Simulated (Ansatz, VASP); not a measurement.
## Zr2COF (Zr2COF MXene monolayer) in two plane-wave programs

One calculation is typed for both programs; each brings its own data sets. How far apart do they land? Of the first pair: The structure shown is the start of the Ansatz relaxation below; VASP solves that cell, so the two are compared at the walk's first step.

Method: plane waves, with VASP 6.6.1 beside it; single point at LDA, in Ansatz 0.2.0.

## (1) The structure

The cell holds 5 atoms: 1 F, 2 Zr, 1 C and 1 O. Cell: a = 3.289 Å, b = 3.289 Å, c = 40.572 Å, α = 90.0°, β = 90.0°, γ = 120.0°. Vacuum lies along c.

## (2) Ansatz: relaxation, LDA

Ansatz runs on its default PAW (the set named soft_2) files.

The two programs are compared at the cell with which this relaxation starts, whose forces are those of its first step.

input.yaml

```yaml
crystal:
  lattice:
    - [3.289, 0.0, 0.0]
    - [-1.6445, 2.848357553, 0.0]
    - [0.0, 0.0, 40.5718145983]
  atoms:
    - { symbol: F, position: [0.3333333333, 0.6666666667, 0.4411929853] }
    - { symbol: Zr, position: [0.6666666667, 0.3333333333, 0.4657812231], spin: 1.0 }
    - { symbol: C, position: [0.0, 0.0, 0.4977677583] }
    - { symbol: Zr, position: [0.3333333333, 0.6666666667, 0.5297542934], spin: 1.0 }
    - { symbol: O, position: [0.6666666667, 0.3333333333, 0.5588070147] }
  periodic: [true, true, false]
magnetization:
  spin_polarized: true
kpoints:
  mp_grid: { grid: [12, 12, 1] }
hamiltonian:
  xc: lda
scf:
  occupations: { method: fermi_dirac, width: 0.05 }
  convergence: { dr2_threshold: 1.0e-09 }
relax:
  f_tol: 0.004
  max_steps: 90
  cell: {}
output:
  write_potential: true
  write_density: true
  volumetric_format: npy
```

The run is started by

```bash
ansatz run input.yaml --threads 4 --pin off --max-ram 12288MiB --backend cpu --events-out ev --progress --plain --runs-dir out
```

Numbers of over 12 decimals in the logs are rounded to 6 here.

The program printed:

```text
Warning: relax.cell: scf.convergence.dr2_threshold = 1e-9 eV is looser than the 2.29140738368e-10 eV advised for a relaxation that steers and ends on the stress (1e-10 eV for each atom of the cell: 5, times the square of relax.cell.stress_2d_tol = 0.05 N/m over 14.8 Å (the atoms' height at the walk's start and 5 Å past either face), 3.385e-2 GPa, over a crystal's default 0.05). What an SCF threshold leaves in a stress goes as its square root, and in the free energy as the threshold itself, and one threshold admits the most on a small cell: [figures from the program's tests cut] Set scf.convergence.dr2_threshold to 2.29140738368e-10 eV or tighter. [rest of the remark cut]
Engine: ansatz 0.2.0, aarch64-unknown-linux-gnu
Pseudopotentials: kind: paw
Pseudopotential: F, paw, valence charge 7, recommended cutoff 420 eV (normal), F.paw.azcp
Pseudopotential: Zr, paw, valence charge 12, recommended cutoff 420 eV (normal), Zr.paw.azcp
Pseudopotential: C, paw, valence charge 4, recommended cutoff 420 eV (normal), C.paw.azcp
Pseudopotential: O, paw, valence charge 6, recommended cutoff 420 eV (normal), O.paw.azcp
Functional definition: SPW92
  exchange = slater_x
  correlation = pw_c
Crystal: 5 atoms, lattice volume = 380.087 Å³
Basis set: ecut = 420 eV, 7587 PW (Γ)
Bands: 27, of which v1, the nominal top of the filled ones, is band 21 counted from 1 (20 counted from 0)
Symmetry: 6 space group operations
Space group: P3m1 (ITA 156), of the structure as read, at distance tolerance 7.2e-5 Å
Magnetic group: BNS 156.49 (UNI 1279), of the structure as read, at distance tolerance 7.2e-5 Å
k-points: 19 of 144 (time reversal used)
Non-local potential: F, projectors of the file, l = 0: 2, l = 1: 2, l = 2: 1
Non-local potential: Zr, projectors of the file, l = 0: 3, l = 1: 2, l = 2: 2, l = 3: 2
Non-local potential: C, projectors of the file, l = 0: 2, l = 1: 2, l = 2: 1
Non-local potential: O, projectors of the file, l = 0: 2, l = 1: 2, l = 2: 1
PAW form: soft (Blöchl's): semilocal exchange-correlation on the pseudo side does not see the compensation charge
PAW frozen core: F, regenerated for the run's functional, and the local potential with it (the file was generated under x = pbe(κ = 0.804, μ = 0.219515), c = pbe(β = 0.066725))
PAW frozen core: Zr, regenerated for the run's functional, and the local potential with it (the file was generated under x = pbe(κ = 0.804, μ = 0.219515), c = pbe(β = 0.066725))
PAW frozen core: C, regenerated for the run's functional, and the local potential with it (the file was generated under x = pbe(κ = 0.804, μ = 0.219515), c = pbe(β = 0.066725))
PAW frozen core: O, regenerated for the run's functional, and the local potential with it (the file was generated under x = pbe(κ = 0.804, μ = 0.219515), c = pbe(β = 0.066725))
PAW one-centre angular grid: F, 110 points (default); XC on 64 Gauss nodes
PAW one-centre angular grid: Zr, 590 points (default); XC on 64 Gauss nodes
PAW one-centre angular grid: C, 110 points (default); XC on 64 Gauss nodes
PAW one-centre angular grid: O, 110 points (default); XC on 64 Gauss nodes
Initial density: superposition of atomic densities (neutral atoms: chi_scale 0, normalization atom)
Starting moments: Σ|m| = 2 μB on 2 of 5 sites
Initial wavefunctions: pseudopotential atomic-orbital guess
Functional: x = slater, c = lda
SCF iter   1: F=—  HF=-9757.434443 eV  |F-HF|=—  |Δ(HF+E_count)|=         —  Δρ=3.11e-2 (↑3.11e-2 ↓2.89e-2)  dr2=2.86e1  dr2_m=1.89e-1  M=0.452 μB ∫|m|=0.566 μB  β_m=0.30  ethr=3.10e-3  ⟨swp⟩=14.7  Hψ=7863  notcnv=0
Mixer restart at iter 1: flushing history
preconditioner: auto → Resta (q_TF=auto, 1.882 Å⁻¹)  ε∞=1.7  [insulator: Δε(μ)=0.315 eV  Ē_g=10.560 eV  σ=0.050 eV  W_gap=0.92  n_scr=24 (ndim 8)  ℏωp=9.1 eV  f_vac=0.793  D(μ)=0.30/eV (n_scr^D=4)  ε∞_Penn≈1.7  vacuum switching on, ρ_ref=8.1e-3 e/Å³]
spin=Collinear: Resta preconditioning applied to the charge; magnetization (m = ρ↑ − ρ↓) channel mixes plain (no charge-response kernel on spin).
SCF iter   2: F=—  HF=-9752.650046 eV  |F-HF|=—  |Δ(HF+E_count)|=    4.78e0  Δρ=1.83e-2 (↑1.61e-2 ↓1.83e-2)  dr2=2.34e1  dr2_m=9.58e-2  M=0.782 μB ∫|m|=0.794 μB  β_m=0.26  ethr=3.10e-3  ⟨swp⟩=8.3  Hψ=3777  notcnv=0  defer=51
preconditioner: auto → LDOS  [metal: Δε(μ)=0.007 eV  Ē_g=9.315 eV  σ=0.050 eV  W_gap=0.04  n_scr=24 (ndim 8)  ℏωp=9.1 eV  f_vac=0.798  D(μ)=3.31/eV (n_scr^D=16)]
[...]
iter 1 solved again at ethr=1.49e-7 eV; its pass at ethr=3.10e-3 eV (dr2=6.09e-5 eV) is discarded
SCF iter   1: F=—  HF=-9752.839055 eV  |F-HF|=—  |Δ(HF+E_count)|=         —  Δρ=1.86e-6 (↑1.86e-6 ↓1.86e-6)  dr2=1.02e-8  dr2_m=1.97e-12  M=-0.000 μB ∫|m|=0.000 μB  β_m=0.65  ethr=1.49e-7  ⟨swp⟩=6.8  Hψ=12714  notcnv=0
eigensolver tolerance schedule: the retry pair's looser diagonalisation over-reported the residual by 5989.07 of it (diagonalisation noise at 0.40 of the residual, at the tolerance the schedule requests for it); recorded, not acted on — ethr = c·dr2/N_el stays at c = 1.0e-1
preconditioner: auto → LDOS  [metal: Δε(μ)=0.075 eV  Ē_g=9.428 eV  σ=0.050 eV  W_gap=0.33  n_scr=20 (ndim 8)  ℏωp=9.3 eV  f_vac=0.809  D(μ)=2.17/eV (n_scr^D=12)]
spin=Collinear: LDOS preconditioning applied to the charge; magnetization (m = ρ↑ − ρ↓) channel mixes plain (no charge-response kernel on spin).
SCF iter   2: F=—  HF=-9752.839050 eV  |F-HF|=—  |Δ(HF+E_count)|=   4.99e-6  Δρ=7.70e-7 (↑7.69e-7 ↓7.70e-7)  dr2=4.16e-9  dr2_m=4.33e-13  M=-0.000 μB ∫|m|=0.000 μB  β_m=0.44  ethr=2.48e-11  ⟨swp⟩=5.8  Hψ=3896  notcnv=0
SCF iter   3: F=—  HF=-9752.839050 eV  |F-HF|=—  |Δ(HF+E_count)|=  3.02e-10  Δρ=4.29e-7 (↑4.29e-7 ↓4.29e-7)  dr2=7.88e-10  dr2_m=2.62e-13  M=-0.000 μB ∫|m|=0.000 μB  β_m=0.72  ethr=1.02e-11  ⟨swp⟩=2.9  Hψ=1642  notcnv=0
SCF iter   4: F=-9752.839050 eV  HF=-9752.839050 eV  |F-HF|=1.86e-10  |Δ(HF+E_count)|=  2.02e-10  Δρ=8.25e-8 (↑8.19e-8 ↓8.25e-8)  dr2=8.01e-11  dr2_m=6.30e-15  M=-0.000 μB ∫|m|=0.000 μB  ethr=1.92e-12  ⟨swp⟩=14.4  Hψ=9085  notcnv=0
the starting moments were not kept: the SCF closed with an absolute magnetisation of 9.8e-8 μB, where they sum to 2 μB in size (2 sites). That is at most 0.1 of that sum. Measured as dr2_m measures the in/out step, that magnetisation stands 8.8e-16 eV from none, at or under the dr2_threshold of 1.0e-9 eV: it is no larger than a step whose dr2_m would equal this threshold.
SCF 9 converged in 4 iterations: F = -9752.839050 eV  dr2 = 8.01e-11
relax step   9: F+E_penalty+E_count = -9752.83905026 eV  Δ(F+E_penalty+E_count) = +2.017e-4 eV  max|allowed force component| = 3.006e-3 eV/Å  Δτ_max = 0.0000 Å  P = -0.011 N/m  Ω = 368.553 Å³  fix = [c, alpha, beta]  reactions: c -0.000 N/m  stress off target by 1.07e-2 N/m on what of the cell is left free  SCF on the basis re-selected at this cell (its energy is not comparable with the rows above)  (4 SCF iters)
basis re-selected at this cell: Δ(F+E_penalty+E_count) = +2.017e-4 eV, ΔP = -0.003 N/m vs the last step (what re-selecting the basis moved, of the pressure what is left beyond the Pulay correction that the steps carried, after the strain that the cell walked since its last selection, with what the two solves' SCF thresholds leave and, on support functions, any second-order correction that the steps lacked; it is no m [...]
WARN: The output density's exchange-correlation potential varies sharply where the density is thin. Do not read a vacuum level from v_tot or v_xc, or from such a field of the output density. On a cell that repeats whose density bears no net charge and no dipole along the vacuum's axis use v_es (v_loc + v_h of the components); under efield.dipole_correction with no amplitude use v_es + v_field, which holds any externa [...]
SCF converged after 4 iterations
Magnetization: -0.0000 μB (20.5000 up, 20.5000 down)
Absolute magnetization: 0.0000 μB (∫|ρ↑−ρ↓|, with the PAW one-centre terms)
Spin contamination: 0.0000 ħ² per cell (⟨S²⟩ above its minimum at these occupations)
Per-site moments (μB) at R_I (Å): [(-2.8591897420306416e-9, 0.933547), (-2.5052017357692832e-8, 0.922365), (-5.477448034984131e-9, 0.922365), (-5.535768406473336e-9, 0.863274), (-5.8030730063187905e-9, 0.863274)]
Free energy (F): -9752.839050 eV
Harris-Foulkes:  -9752.839050 eV  (|F-HF|=1.86e-10)
Internal energy: -9752.822220 eV  (E = F + TS)
E sigma→0 (E₀):  -9752.830635 eV
Entropy (-TS):   -0.016830 eV (-3.366 meV/atom)
Fermi energy:    -4.553618 eV
--- Per-component energies (eV) ---
  E_band       = -916.767930
  E_kinetic    = 1143.210582
  E_local      = -137933.192094  (includes V_loc(G=0)·N_el)
  E_nonlocal   = 317.427554
  E_hartree    = 68235.892545
  E_xc         = -523.134386
  E_vxc        = -639.918796  (∫ρ·V_xc dr)
  E_paw        = -6123.050017  (= ΣΔE_a)
  E_vpaw       = -276.085294  (= ΣTr[D̂ρ^β])
  E_aug_tail   = 0.004575  (compensation charges beyond the density's cutoff)
  E_ewald      = 65129.005214
  E_core_change = 1.013808  (= ΣΔE_core)
  E_smearing   = -0.016830  (= −TS)
  E_closure    = 0.000000  (closes the sum)
  Σ components = -9752.839050   (vs F -9752.839050, Δ=0.00e0)
--- Forces (eV/Å), atoms counted from 1 ---
  atom   1  F      0.00000000     0.00000000    -0.00024339
  atom   2  Zr     0.00000000     0.00000000    -0.00147529
  atom   3  C      0.00000000     0.00000000     0.00293307
  atom   4  Zr    -0.00000000    -0.00000000    -0.00101977
  atom   5  O      0.00000000    -0.00000000    -0.00056066
  max |Σ_I F_I| component: 3.66e-4 eV/Å
--- 2D stress c σ (N/m, compression-positive) ---
       -0.010706       0.000000      -0.000000
        0.000000      -0.010706       0.000000
       -0.000000       0.000000      -0.000000
  P = ½ c Tr σ = -0.0107 N/m
--- Band table (eV; the first three rows and the last of 38) ---
  k-point 0 ↑: bands = [... 17 lower, -7.7535, -6.6800, -6.6800, -3.8053, -3.8053, -3.5878, -2.5748, -1.9469, ... 2 higher]
  k-point 1 ↑: bands = [... 17 lower, -7.6821, -6.9332, -6.7496, -4.0728, -3.6897, -3.4292, -2.6350, -1.8361, ... 2 higher]
  k-point 2 ↑: bands = [... 17 lower, -7.7979, -7.2705, -6.8973, -4.4868, -3.3528, -3.3395, -2.4670, -1.6041, ... 2 higher]
  k-point 18 ↓: bands = [... 17 lower, -8.2087, -7.8819, -7.7095, -3.7483, -2.8028, -2.5990, -1.5635, -1.5316, ... 2 higher]
  the weakly bound empty levels are not read free of the cell's end (no_gap_told)
--- Relaxed structure (7 steps of the walk, 6 accepted, 2 SCFs on fresh bases) ---
  F+E_penalty+E_count = -9752.83905026 eV   max|allowed force component| = 3.006e-3 eV/Å   (the final SCF, on the basis selected at the relaxed cell)
  cell:  # Å, volume = 368.5532 Å³
    - [3.238714, 0, 0]
    - [-1.619357, 2.804808, 0]
    - [0, 0, 40.5718145983]
  atoms:
    - { symbol: F, position: [0.333333, 0.666667, 0.436834] }
    - { symbol: Zr, position: [0.666667, 0.333333, 0.468258] }
    - { symbol: C, position: [3.249429350148901e-19, 0, 0.498480] }
    - { symbol: Zr, position: [0.333333, 0.666667, 0.533283] }
    - { symbol: O, position: [0.666667, 0.333333, 0.556448] }
```

(Part 1 of 2 ends here.)

[Lines on the potential files, build, host, timing and source positions are cut from VASP's logs without a mark.]

[Logs are printed without paths, hosts, clocks, repeated set-up lines and the standing remarks that a program may print on its own settings, such as how far it seeks lower states.]

[Hosts, paths, dates, database ids (printed as entryN), source tags and the programs' standing remarks are cut or masked in the printed files.]
